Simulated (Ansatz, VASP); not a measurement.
**Ge (Germanium): VASP beside Ansatz**

One calculation is typed for both programs; each brings its own data sets and cutoff. How far apart do they land? The cell is taken from a series of VASP runs on this material, whose earlier steps may have relaxed, scaled or displaced it; both programs get it as it stands.

Main program and level: Ansatz 0.2.0; plane waves, with VASP 6.6.1 beside it; relaxation of cell and atoms at r2SCAN and zone-centre phonons at r2SCAN.

**1. Starting point**

Symmetry: Fd-3m, No. 227, cubic system. The conventional cell has a = 5.658 Å, b = 5.658 Å, c = 5.658 Å, α = 90.00°, β = 90.00°, γ = 90.00°. Nearest to Ge lie 4 Ge at 2.45 Å.

**2. Ansatz: relaxation of cell and atoms, r2SCAN**

Ansatz runs on its default PAW (the set named soft_2) files.

The relaxed volume is the usual yardstick between codes: its relative difference is about their pressure difference at one cell divided by the bulk modulus.

input.yaml

```yaml
crystal:
  lattice:
    - [0.0, 2.82891, 2.82891]
    - [2.82891, 0.0, 2.82891]
    - [2.82891, 2.82891, 0.0]
  atoms:
    - { symbol: Ge, position: [0.75, 0.75, 0.75] }
    - { symbol: Ge, position: [0.5, 0.5, 0.5] }
hamiltonian:
  xc: r2scan
  pseudopotentials: { kind: paw }
kpoints:
  mp_grid: { grid: [12, 12, 12] }
scf:
  occupations: { method: methfessel_paxton, width: 0.15 }
relax:
  f_tol: 0.01
  max_steps: 60
  cell: { stress_tol: 0.05 }
output:
  forces: true
  stress: true
```

Command:

```console
ansatz run input.yaml --threads 4 --pin off --max-ram 9216MiB --backend cpu --events-out ev --progress --plain --runs-dir out
```

Numbers of over 12 decimals in the logs are rounded to 6 here.

Log:

```text
Engine: ansatz 0.2.0, aarch64-unknown-linux-gnu
Pseudopotentials: kind: paw
Pseudopotential: Ge, paw, valence charge 14, recommended cutoff 500 eV (meta_gga), Ge.paw.azcp
Functional definition: r2SCAN
  parameter k0 = 0.174
  parameter k1 = 0.065
  parameter a1 = 4.9479
  exchange = r2scan_x(k0 = k0, k1 = k1, a1 = a1)
  correlation = r2scan_c
Crystal: 2 atoms, lattice volume = 45.278 Å³
Basis set: ecut = 500 eV, 1139 PW (Γ), exchange–correlation on 120×120×120 points (64 copies of the dense FFT grid, shifted against one another)
Bands: 18, of which v1, the nominal top of the filled ones, is band 14 counted from 1 (13 counted from 0)
Symmetry: 48 space group operations
Space group: Fd-3m (ITA 227), of the structure as read, at distance tolerance 3.6e-5 Å
k-points: 72 of 1728
Non-local potential: Ge, projectors of the file, l = 0: 2, l = 1: 2, l = 2: 3, l = 3: 1
PAW form: soft (Blöchl's): semilocal exchange-correlation on the pseudo side does not see the compensation charge
PAW frozen core: Ge, regenerated for the run's functional (the file was generated under x = pbe(κ = 0.804, μ = 0.219515), c = pbe(β = 0.066725))
PAW one-centre angular grid: Ge, 590 points (default); XC on 160 Gauss nodes
Initial density: superposition of atomic densities (neutral atoms: chi_scale 0, normalization atom), corrected by the library's trained network
Initial wavefunctions: pseudopotential atomic-orbital guess
Functional: x = r2scan, c = r2scan; τ floored in thin density (d = 2e-4 eV/Å³)
SCF iter   1: F=—  HF=-8605.803126 eV  |F-HF|=—  |Δ(HF+E_count)|=         —  Δρ=6.38e-3  dr2=5.83e-3  dr2_τ=4.55e-3  ethr=1.77e-3  ⟨swp⟩=5.4  Hψ=5975  notcnv=0
preconditioner: auto → none  [insulator: Δε(μ)=0.391 eV  Ē_g=24.439 eV  σ=0.150 eV  W_gap=1.07  n_scr=14 (ndim 8)  ℏωp=29.2 eV  f_vac=0.075  D(μ)=-0.00/eV (n_scr^D=0)  ε∞_Penn≈2.4]
SCF iter   2: F=—  HF=-8605.812594 eV  |F-HF|=—  |Δ(HF+E_count)|=   9.47e-3  S|Δr|=    0.00e0  Δρ=1.34e-3  dr2=4.59e-4  dr2_τ=2.26e-5  ethr=2.08e-5  ⟨swp⟩=2.0  Hψ=3158  notcnv=0
SCF iter   3: F=—  HF=-8605.812575 eV  |F-HF|=—  |Δ(HF+E_count)|=   1.94e-5  S|Δr|=    0.00e0  Δρ=9.61e-4  dr2=1.26e-4  dr2_τ=1.68e-6  ethr=1.64e-6  ⟨swp⟩=2.0  Hψ=2216  notcnv=0
SCF iter   4: F=—  HF=-8605.812624 eV  |F-HF|=—  |Δ(HF+E_count)|=   4.98e-5  S|Δr|=    0.00e0  Δρ=4.10e-5  dr2=4.97e-7  dr2_τ=1.87e-8  ethr=4.50e-7  ⟨swp⟩=2.2  Hψ=1642  notcnv=0
SCF iter   5: F=—  HF=-8605.812625 eV  |F-HF|=—  |Δ(HF+E_count)|=   1.20e-7  S|Δr|=    0.00e0  Δρ=5.69e-6  dr2=5.97e-9  dr2_τ=1.75e-10  ethr=3.57e-10  ⟨swp⟩=4.5  Hψ=4655  notcnv=0
SCF iter   6: F=-8605.812625 eV  HF=-8605.812625 eV  |F-HF|=6.91e-11  |Δ(HF+E_count)|=   1.06e-8  S|Δr|=    0.00e0  Δρ=7.31e-7  dr2=1.32e-10  dr2_τ=8.56e-12  ethr=2.13e-11  ⟨swp⟩=1.1  Hψ=3898  notcnv=0
SCF 1 converged in 6 iterations: F = -8605.812625 eV  dr2 = 1.32e-10
  greatest PAW one-centre occupation: 0.998 electrons in one spin orbital (limit 2), on the Ge atom at site 1 (counted from 0), in its partial waves of l = 2
relax step   1: F+E_penalty+E_count = -8605.81262459 eV  Δ(F+E_penalty+E_count) = +0.000e0 eV  max|allowed force component| = 1.388e-17 eV/Å  Δτ_max = 0.0000 Å  P = +0.663 GPa  Ω = 45.278 Å³  (6 SCF iters, dr2 threshold 1.00e-7 eV, accepted)
[...]
relax step   2: F+E_penalty+E_count = -8605.81334247 eV  Δ(F+E_penalty+E_count) = -7.179e-4 eV  max|allowed force component| = 3.123e-17 eV/Å  Δτ_max = 0.0000 Å  P = +0.090 GPa  Ω = 45.634 Å³  energy of the carried Pulay correction = -1.123e-4 eV  (4 SCF iters, dr2 threshold 2.00e-7 eV, accepted)
[...]
relax step   3: F+E_penalty+E_count = -8605.81334069 eV  Δ(F+E_penalty+E_count) = +1.775e-6 eV  max|allowed force component| = 8.327e-17 eV/Å  Δτ_max = 0.0000 Å  P = +0.001 GPa  Ω = 45.690 Å³  energy of the carried Pulay correction = -1.300e-4 eV  (4 SCF iters, dr2 threshold 2.01e-8 eV, accepted)
[...]
relax step   4: F+E_penalty+E_count = -8605.81345982 eV  Δ(F+E_penalty+E_count) = -1.191e-4 eV  max|allowed force component| = 4.048e-17 eV/Å  Δτ_max = 0.0000 Å  P = +0.003 GPa  Ω = 45.690 Å³  stress off target by 3.01e-3 GPa  SCF on the basis re-selected at this cell (its energy is not comparable with the rows above)  (5 SCF iters)
basis re-selected at this cell: Δ(F+E_penalty+E_count) = -1.191e-4 eV, ΔP = +0.002 GPa vs the last step (what re-selecting the basis moved, of the pressure what is left beyond the Pulay correction that the steps carried, after the strain that the cell walked since its last selection, with what the two solves' SCF thresholds leave and, on support functions, any second-order correction that the steps lacked; it is no m [...]
SCF converged after 5 iterations
Stability not checked: this state was not tested for a lower state beside it, because cold or Methfessel-Paxton smearing, or corrected tetrahedra, fill the levels in a way that the test cannot read (fill_not_monotonic; see scf.lower_state_search)
Free energy (F): -8605.813460 eV
Harris-Foulkes:  -8605.813460 eV  (|F-HF|=7.28e-12)
Internal energy: -8605.813577 eV  (E = F + TS)
E sigma→0 (E₀):  -8605.813489 eV
Entropy (-TS):   0.000117 eV (0.058 meV/atom)
Fermi energy:    8.440030 eV
Step filling:    the computed levels leave a gap of 0.3550 eV = 2.4 smearing widths at the electron count; against every level under it full and every level over it empty, smearing changes F+E_penalty+E_count by +0.023 meV and its σ→0 estimate by -6.29e-3 meV
--- Per-component energies (eV) ---
  E_band       = -320.624382
  E_kinetic    = 221.952423
  E_local      = -4957.055149  (includes V_loc(G=0)·N_el)
  E_nonlocal   = 839.939816
  E_hartree    = 2176.953151
  E_xc         = -138.186192
  E_vxc        = -135.792980  (∫ρ·V_xc dr)
  E_paw        = -4068.209631  (= ΣΔE_a)
  E_vpaw       = -651.204163  (= ΣTr[D̂ρ^β])
  E_aug_tail   = 0.000037  (compensation charges beyond the density's cutoff)
  E_vtau       = 7.629369  (kinetic-family band-sum trace: ∫τ·v_τ [+ j·A + Jᵃ·Aᵃ] dr)
  E_ewald      = -2679.036500
  E_core_change = -2.171532  (= ΣΔE_core)
  E_smearing   = 0.000117  (= −TS)
  E_closure    = 0.000000  (closes the sum)
  Σ components = -8605.813460   (vs F -8605.813460, Δ=0.00e0)
--- Forces (eV/Å), atoms counted from 1 ---
  atom   1  Ge    -0.00000000    -0.00000000     0.00000000
  atom   2  Ge     0.00000000     0.00000000    -0.00000000
  max |Σ_I F_I| component: 2.20e-17 eV/Å
--- Stress (GPa, compression-positive) ---
        0.003009      -0.000000      -0.000000
       -0.000000       0.003009      -0.000000
       -0.000000      -0.000000       0.003009
  P = ⅓ Tr σ = 0.0030 GPa (0.030 kbar)
--- Relaxed structure (3 steps of the walk, 3 accepted, 1 SCFs on fresh bases) ---
  F+E_penalty+E_count = -8605.81345982 eV   max|allowed force component| = 4.048e-17 eV/Å   (the final SCF, on the basis selected at the relaxed cell)
  cell:  # Å, volume = 45.6899 Å³
    - [0, 2.837461, 2.837461]
    - [2.837461, 0, 2.837461]
    - [2.837461, 2.837461, 0]
  atoms:
    - { symbol: Ge, position: [0.750000, 0.750000, 0.750000] }
    - { symbol: Ge, position: [0.5, 0.5, 0.5] }
```

It took 5.2 s on 4 threads of Arm Neoverse V2, shared host; peak memory 0.49 GiB.

**3. VASP: relaxation of cell and atoms, r2SCAN**

The same cell, functional, mesh and smearing now go to VASP, with its own data sets and cutoff.

Lines of VASP's logs that name or quote its potential files are left out, and so is its time.

INCAR

```
SYSTEM = Ge
PREC = Accurate
ENCUT = 450
EDIFF = 1E-07
NELM = 100
ISMEAR = 1
SIGMA = 0.15
LREAL = .FALSE.
ALGO = Normal
METAGGA = R2SCAN
LASPH = .TRUE.
NBANDS = 20
LORBIT = 11
LWAVE = .FALSE.
LCHARG = .FALSE.
KPAR = 2
IBRION = 2
NSW = 50
ISIF = 3
EDIFFG = -0.002
```

POSCAR

```
Ge
1.0
    0.0000000000      2.8289100000      2.8289100000
    2.8289100000      0.0000000000      2.8289100000
    2.8289100000      2.8289100000      0.0000000000
Ge
2
Direct
    0.7500000000      0.7500000000      0.7500000000
    0.5000000000      0.5000000000      0.5000000000
```

KPOINTS

```
Automatic mesh
0
Gamma
12 12 12
0 0 0
```

Potentials, in the order of the species: Ge_d (PBE family, release 64).

Command:

```console
mpirun -np 2 vasp_std
```

Log:

```text
[banner, memory and clock lines left out]
running    2 mpi-ranks, on    1 nodes
 distrk:  each k-point on    1 cores,    2 groups
 distr:  one band on    1 cores,    1 groups

 POSCAR found type information on POSCAR Ge
 POSCAR found :  1 types and       2 ions
|                                                                             |
|               ----> ADVICE to this user running VASP <----                  |
|                                                                             |
|     You enforced a specific xc type in the INCAR file but a different       |
|     [... a line on the potential file left out ...]
|     I HOPE YOU KNOW WHAT YOU ARE DOING!                                     |
|                                                                             |

 LDA part: xc-table for (None), standard interpolation
 POSCAR, INCAR and KPOINTS ok, starting setup
 FFT: planning ... GRIDC
 FFT: planning ... GRID_SOFT
 FFT: planning ... GRID
 WAVECAR not read
 entering main loop
       N       E                     dE             d eps       ncg     rms          rms(c)
DAV:   1     0.160095841733E+03    0.16010E+03   -0.14224E+04  3056   0.365E+03
DAV:   2    -0.530504456761E+01   -0.16540E+03   -0.16078E+03  2880   0.567E+02
DAV:   3    -0.296832730557E+02   -0.24378E+02   -0.24208E+02  3264   0.143E+02
DAV:   4    -0.304232675893E+02   -0.73999E+00   -0.73957E+00  3180   0.294E+01
DAV:   5    -0.304356541949E+02   -0.12387E-01   -0.12386E-01  3228   0.415E+00    0.336E+00
DAV:   6    -0.277574236769E+02    0.26782E+01   -0.31364E-01  3040   0.962E+00    0.195E+00
DAV:   7    -0.277397522991E+02    0.17671E-01   -0.10319E-01  3720   0.430E+00    0.265E-01
DAV:   8    -0.277391167137E+02    0.63559E-03   -0.50399E-03  3776   0.121E+00    0.104E-01
DAV:   9    -0.277392207775E+02   -0.10406E-03   -0.78323E-03  3840   0.182E+00    0.665E-02
DAV:  10    -0.277389795102E+02    0.24127E-03   -0.53549E-04  3772   0.423E-01    0.308E-02
DAV:  11    -0.277389037320E+02    0.75778E-04   -0.35040E-04  3988   0.361E-01    0.630E-03
DAV:  12    -0.277389065467E+02   -0.28147E-05   -0.18224E-05  3652   0.626E-02    0.344E-03
DAV:  13    -0.277389104710E+02   -0.39244E-05   -0.81127E-07  3280   0.105E-02    0.172E-03
DAV:  14    -0.277389106841E+02   -0.21309E-06   -0.49547E-07  3048   0.136E-02    0.832E-04
DAV:  15    -0.277389101979E+02    0.48617E-06   -0.23951E-08  1908   0.181E-03    0.126E-04
DAV:  16    -0.277389100335E+02    0.16446E-06   -0.47311E-09  1648   0.927E-04    0.963E-05
DAV:  17    -0.277389100731E+02   -0.39667E-07   -0.11039E-09  1620   0.425E-04
   1 F= -.27738910E+02 E0= -.27738982E+02  d E =-.277389E+02
 curvature:   0.00 expect dE= 0.000E+00 dE for cont linesearch  0.000E+00
 trial: gam= 0.00000 g(F)=  0.161E-41 g(S)=  0.979E-03 ort = 0.000E+00 (trialstep = 0.100E+01)
 search vector abs. value=  0.979E-03
 bond charge predicted
       N       E                     dE             d eps       ncg     rms          rms(c)
DAV:   1    -0.277603290198E+02   -0.21419E-01   -0.28047E-01  3972   0.105E+01    0.860E-01
DAV:   2    -0.277447433913E+02    0.15586E-01   -0.18242E-02  3760   0.264E+00    0.436E-01
DAV:   3    -0.277394024286E+02    0.53410E-02   -0.83393E-03  3880   0.159E+00    0.100E-01
DAV:   4    -0.277390907004E+02    0.31173E-03   -0.86770E-04  3744   0.579E-01    0.249E-02
DAV:   5    -0.277390959987E+02   -0.52983E-05   -0.51438E-05  3776   0.127E-01    0.170E-02
DAV:   6    -0.277391053199E+02   -0.93213E-05   -0.62419E-06  3636   0.508E-02    0.696E-04
DAV:   7    -0.277391054799E+02   -0.15997E-06   -0.19194E-07  2600   0.553E-03    0.327E-04
DAV:   8    -0.277391057132E+02   -0.23328E-06   -0.26962E-08  1668   0.286E-03    0.115E-04
DAV:   9    -0.277391056737E+02    0.39439E-07   -0.43724E-09  1568   0.934E-04
   2 F= -.27739106E+02 E0= -.27739180E+02  d E =-.195601E-03
 trial-energy change:   -0.000196  1 .order   -0.000246   -0.000979    0.000486
 step:   0.6191(harm=  0.6682)  dis= 0.00000  next Energy=   -27.739201 (dE=-0.291E-03)
 bond charge predicted
       N       E                     dE             d eps       ncg     rms          rms(c)
DAV:   1    -0.277422636247E+02   -0.31579E-02   -0.40105E-02  3968   0.391E+00    0.329E-01
DAV:   2    -0.277400095803E+02    0.22540E-02   -0.26722E-03  3768   0.102E+00    0.166E-01
DAV:   3    -0.277392680127E+02    0.74157E-03   -0.11783E-03  3876   0.601E-01    0.390E-02
DAV:   4    -0.277392107182E+02    0.57294E-04   -0.12455E-04  3756   0.219E-01    0.916E-03
DAV:   5    -0.277392079089E+02    0.28093E-05   -0.73199E-06  3760   0.481E-02    0.628E-03
DAV:   6    -0.277392043390E+02    0.35699E-05   -0.78198E-07  3480   0.177E-02    0.290E-04
DAV:   7    -0.277392042784E+02    0.60603E-07   -0.21991E-08  1772   0.208E-03
   3 F= -.27739204E+02 E0= -.27739278E+02  d E =-.294205E-03
 curvature:  -0.33 expect dE=-0.795E-09 dE for cont linesearch -0.795E-09
 trial: gam= 0.00000 g(F)=  0.136E-42 g(S)=  0.243E-08 ort =-0.154E-05 (trialstep = 0.924E+00)
 search vector abs. value=  0.253E-08
 reached required accuracy - stopping structural energy minimisation
```

OUTCAR, selected parts (step 3):

```text
ion  position               nearest neighbor table
   1  0.750  0.750  0.750-   2 2.45   2 2.45   2 2.45   2 2.45
   2  0.500  0.500  0.500-   1 2.45   1 2.45   1 2.45   1 2.45

  LATTYP: Found a face centered cubic cell.
 ALAT       =     5.6578200000

 Subroutine GETGRP returns: Found 48 space group operations
 (whereof 24 operations were pure point group operations)

The static configuration has the point symmetry T_d .
 The point group associated with its full space group is O_h .

 Found     72 irreducible k-points:

   k-points           NKPTS =     72   k-points in BZ     NKDIM =     72   number of bands    NBANDS=     20

   dimension x,y,z NGX =    28 NGY =   28 NGZ =   28
   dimension x,y,z NGXF=    56 NGYF=   56 NGZF=   56

   ENCUT  =  450.0 eV  33.07 Ry    5.75 a.u.   6.92  6.92  6.92*2*pi/ulx,y,z

   NELECT =      28.0000    total number of electrons

 k-points in reciprocal lattice and weights: Automatic mesh
   0.00000000  0.00000000  0.00000000       0.001
   0.08333333  0.00000000  0.00000000       0.005
   0.16666667  0.00000000  0.00000000       0.005
   0.25000000  0.00000000  0.00000000       0.005
   0.33333333  0.00000000  0.00000000       0.005
   0.41666667  0.00000000  0.00000000       0.005
   0.50000000  0.00000000  0.00000000       0.002
   0.08333333  0.08333333  0.00000000       0.003
   0.16666667  0.08333333  0.00000000       0.014
[...]
-0.33333333  0.50000000  0.16666667       0.007
  -0.25000000  0.50000000  0.25000000       0.003

 average (electrostatic) potential at core
       1 -79.4930       2 -79.4930

 E-fermi :   4.7890

 k-point     1 :       0.0000    0.0000    0.0000
  band No.  band energies     occupation
    ...
     10     -20.4651      2.00000
     11      -8.5145      2.00000
     12       4.7489      1.43439
     13       4.7490      1.43344
     14       4.7490      1.43342
     15       5.1015     -0.01209
     16       7.4607     -0.00000
     17       7.4608     -0.00000
     18       7.4608     -0.00000
     19      11.7971      0.00000
    ...

 k-point     2 :       0.0833    0.0000    0.0000
  band No.  band energies     occupation
    ...
     10     -20.4606      2.00000
     11      -8.4258      2.00000
     12       3.2627      2.00000
     13       4.5748      2.06141
     14       4.5749      2.06145
     15       5.9562     -0.00000
     16       7.6938     -0.00000
     17       7.6939     -0.00000
     18       7.9096      0.00000
     19      12.2400      0.00000
    ...

 k-point     3 :       0.1667    0.0000    0.0000
  band No.  band energies     occupation
    ...
     10     -20.4534      2.00000
     11      -8.1631      2.00000
     12       1.5447      2.00000
     13       4.2029      2.00000
     14       4.2030      2.00000
     15       5.9491     -0.00000
     16       8.1868      0.00000
     17       8.1869      0.00000
     18       9.2404      0.00000
     19      13.1742      0.00000
    ...

  Total       -0.0001833     -0.0001833     -0.0001833      0.0000000     -0.0000000     -0.0000000
  in kB       -0.0064524     -0.0064524     -0.0064524      0.0000000     -0.0000000     -0.0000000
  external PRESSURE =      -0.0064524 kB  Pullay stress =       0.0000000 kB

  energy-cutoff  :      450.00
  volume of cell :       45.51
      direct lattice vectors                 reciprocal lattice vectors
     0.000000000  2.833823797  2.833823797    -0.176440046  0.176440046  0.176440046
     2.833823797 -0.000000000  2.833823797     0.176440046 -0.176440046  0.176440046
     2.833823797  2.833823797 -0.000000000     0.176440046  0.176440046 -0.176440046

 POSITION                                       TOTAL-FORCE (eV/Angst)
 -----------------------------------------------------------------------------------
      4.25074      4.25074      4.25074        -0.000000      0.000000     -0.000000
      2.83382      2.83382      2.83382         0.000000     -0.000000      0.000000
 -----------------------------------------------------------------------------------
    total drift:                                0.000000      0.000000      0.000000

  FREE ENERGIE OF THE ION-ELECTRON SYSTEM (eV)
  ---------------------------------------------------
  free  energy   TOTEN  =       -27.7392042784 eV

  energy  without entropy=      -27.7394248891  energy(sigma->0) =      -27.73927782

 reached required accuracy - stopping structural energy minimisation

 total charge
# of ion       s       p       d       tot
------------------------------------------
    1        1.104   1.286  10.022  12.412
    2        1.104   1.286  10.022  12.412
--------------------------------------------------
tot          2.208   2.573  20.044  24.825

[... 3 further parts left out ...]
```

CONTCAR:

```
Ge
   1.00000000000000
     0.0000000000000000    2.8338237966535580    2.8338237966535580
     2.8338237966535575   -0.0000000000000000    2.8338237966535580
     2.8338237966535575    2.8338237966535580   -0.0000000000000000
  Ge
     2
Direct
     0.7500000000000000    0.7500000000000000    0.7500000000000000
     0.5000000000000000    0.5000000000000000    0.5000000000000000
```

**4. Side by side**

Known differences besides the potentials themselves: VASP keeps PBE cores, Ansatz makes them for the functional; both relaxations stop at a tolerance, which leaves soft axes loose, and VASP keeps its plane-wave basis; the cutoff is 500 eV in Ansatz and 450 eV in VASP; Ansatz adds a Pulay correction to the stress that steers its cell, VASP none. Total energies have different zeros and are not compared.

Compared:

| quantity | Ansatz | VASP | difference |
| --- | --- | --- | --- |
| volume (Å³) | 45.69 | 45.51 | +0.39 % |
| edge a after relaxation, in the typed setting (Å) | 4.013 | 4.008 | +0.13 % |

The walks stopped with 0.00 GPa left in Ansatz and 0.00 GPa in VASP; each walk ends within a tolerance, so the volume difference is uncertain by about these residues over the bulk modulus, most in soft cells.

(Part 1 of 2 ends here.)

[Lines on the potential files, build, host, timing and source positions are cut from VASP's logs without a mark.]

[Logs are printed without paths, hosts, clocks, repeated set-up lines and the standing remarks that a program may print on its own settings, such as how far it seeks lower states.]

[Hosts, paths, dates, database ids (printed as entryN), source tags and the programs' standing remarks are cut or masked in the printed files.]
